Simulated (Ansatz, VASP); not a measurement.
**Cu5Pt2: VASP beside Ansatz**

INCAR

```
  PREC = Accurate
  ENCUT = 520
  EDIFF = 1E-6
  ISMEAR = 0
  SIGMA = 0.1
  LREAL = F
  LASPH = T
  NELM = 100
  ALGO = Normal
  ISIF = 2
  LWAVE = F
  LCHARG = F
  GGA = PE
  NBANDS = 46
```

KPOINTS

```
regular mesh
0
Gamma
  4 4 4
```

Contents of POSCAR:

```
Cu5Pt2
1.0
    0.0000000000      3.7331943500      3.7331943500
    3.7331943500      0.0000000000      3.7331943500
    3.7331943500      3.7331943500      0.0000000000
Cu Pt
5 2
Direct
    0.4130776000      0.4130776000      0.4130776000
    0.4130776000      0.4130776000      0.7607672000
    0.4130776000      0.7607672000      0.4130776000
    0.7607672000      0.4130776000      0.4130776000
    0.0000000000      0.0000000000      0.0000000000
    0.7500000000      0.7500000000      0.7500000000
    0.2500000000      0.2500000000      0.2500000000
```

Input for Ansatz:

```yaml
crystal:
  lattice:
    - [0.0, 3.73319435, 3.73319435]
    - [3.73319435, 0.0, 3.73319435]
    - [3.73319435, 3.73319435, 0.0]
  atoms:
    - { symbol: Cu, position: [0.4130776, 0.4130776, 0.4130776] }
    - { symbol: Cu, position: [0.4130776, 0.4130776, 0.7607672] }
    - { symbol: Cu, position: [0.4130776, 0.7607672, 0.4130776] }
    - { symbol: Cu, position: [0.7607672, 0.4130776, 0.4130776] }
    - { symbol: Cu, position: [0.0, 0.0, 0.0] }
    - { symbol: Pt, position: [0.75, 0.75, 0.75] }
    - { symbol: Pt, position: [0.25, 0.25, 0.25] }
basis:
  ecutwfc: 420
kpoints:
  mp_grid: { grid: [4, 4, 4] }
hamiltonian:
  xc: pbe
scf:
  occupations: { method: gaussian, width: 0.1 }
  lower_state_search: "off"
output:
  forces: true
  stress: true
  eigenvalues: true
```

Alike in both runs: task single point; functional PBE; k mesh 4 × 4 × 4; occupations gaussian, width 0.1 eV; no spin polarisation.

|  | VASP | Ansatz |
| --- | --- | --- |
| version | VASP 6.6.1 | Ansatz 0.2.0 |
| potentials or method | VASP PAW PBE potentials, release 64 (Cu, Pt) | scalar-relativistic, plane waves, PAW |
| plane-wave cutoff (eV) | 520 | 420 |
| valence electrons in the cell | 75 | 131 |

VASP gave:

```
gap on the k mesh at the Fermi level (eV) : none
rms of the force components (eV/Å)        : 8.662
```

What did Ansatz give for the same quantities?

gap on the k mesh at the Fermi level (eV): none; rms of the force components (eV/Å): 8.341.

Atom by atom the forces differ by 0.321 eV/Å (rms over components). A gap of «none» marks a metal or a gap that the smearing closes. The two sets of potentials don't hold the same shells in valence.

Caveats: the k mesh is coarse (spacing up to 0.36 Å⁻¹), so the values aren't converged; forces of over 1 eV/Å show positions far from the minimum, so gaps and moduli don't describe the material at rest. Spin-orbit coupling is left out, which matters for the levels of Pt.
